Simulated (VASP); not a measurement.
The system is GaN.

```
Ga N
1.0
     0.00000    2.25000    2.25000
     2.25000    0.00000    2.25000
     2.25000    2.25000    0.00000
Ga N
1 1
Direct
  0.00000 0.00000 0.00000
  0.25000 0.25000 0.25000
```

The cell was built by a generator and needn't be a form met in nature.

| Item | Value |
| --- | --- |
| Program | VASP 6.6.1 |
| Task | relaxation of cell and atoms |
| Functional | LDA |
| Potentials or basis | VASP PAW LDA potentials, release 64 (Ga_d, N) |
| Cutoff | 600 eV |
| k mesh | 10 × 10 × 10 |
| Occupations | gaussian, width 0.02 eV |
| Spin | no spin polarisation |

At the start: pressure -4.8 GPa; volume 11.39 Å³/atom.

Where does the relaxation end?

Over 6 steps the energy falls by 4.3 meV/atom and the volume is 11.11 Å³/atom (-2.5 %); space group F-43m (No. 216, to 0.05 Å).

Step by step:
| step | energy change (eV) | largest force (eV/Å) | pressure (GPa) | volume (Å³) |
| --- | --- | --- | --- | --- |
| 1 | 0.0000 | 0.0000 | -4.77 | 22.78 |
| 2 | -0.0001 | 0.0000 | 5.16 | 21.68 |
| 3 | -0.0086 | 0.0000 | -0.06 | 22.22 |
| 4 | -0.0086 | 0.0000 | 0.08 | 22.21 |
| 5 | -0.0086 | 0.0000 | -0.11 | 22.23 |
| 6 | -0.0086 | 0.0000 | 0.01 | 22.22 |

Final structure:
```
Ga N
1.0
     0.00000    2.23131    2.23131
     2.23131    0.00000    2.23131
     2.23131    2.23131    0.00000
Ga N
1 1
Direct
  0.00000 0.00000 0.00000
  0.25000 0.25000 0.25000
```
